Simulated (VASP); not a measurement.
Data:

```xyz
8
Lattice="4.6109 0.0000 0.0000 0.0000 4.6109 0.0000 0.0000 0.0000 4.6109" Properties=species:S:1:pos:R:3 pbc="T T T"
Zr     0.0000     0.0000     0.0000
Zr     2.3054     2.3054     0.0000
Zr     2.3054     0.0000     2.3054
C      2.3054     2.3054     2.3054
C      0.0000     0.0000     2.3054
C      0.0000     2.3054     0.0000
C      2.3054     0.0000     0.0000
Nb     0.0000     2.3054     2.3054
```

All values below come from PBEsol GGA, VASP's PBE PAW potentials (set 64) (plane waves; VASP). Settings: 520 eV cut-off, 8×8×8 Γ-centred mesh, tetrahedra with Blöchl corrections, potentials Zr_sv C Nb_sv.

The cores are frozen, which limits the accuracy of field gradients.

### Question
Give the principal components of the electric field gradient (V/Å²) and the asymmetry η at each nucleus.

### Answer

```csv
atom,Vxx,Vyy,Vzz,η
Zr1,11.6,11.6,-23.2,0.00
Zr2,11.6,11.6,-23.2,0.00
Zr3,11.6,11.6,-23.2,0.00
C4,-0.9,-0.9,1.7,0.00
C5,-0.9,-0.9,1.7,0.00
C6,-0.9,-0.9,1.7,0.00
C7,0.0,0.0,0.0,-
Nb8,0.0,0.0,0.0,-
```

The structure was generated: NbZr3C4 was put into an ordered model structure (Pm-3m), which need not be its known phase. It was relaxed first.
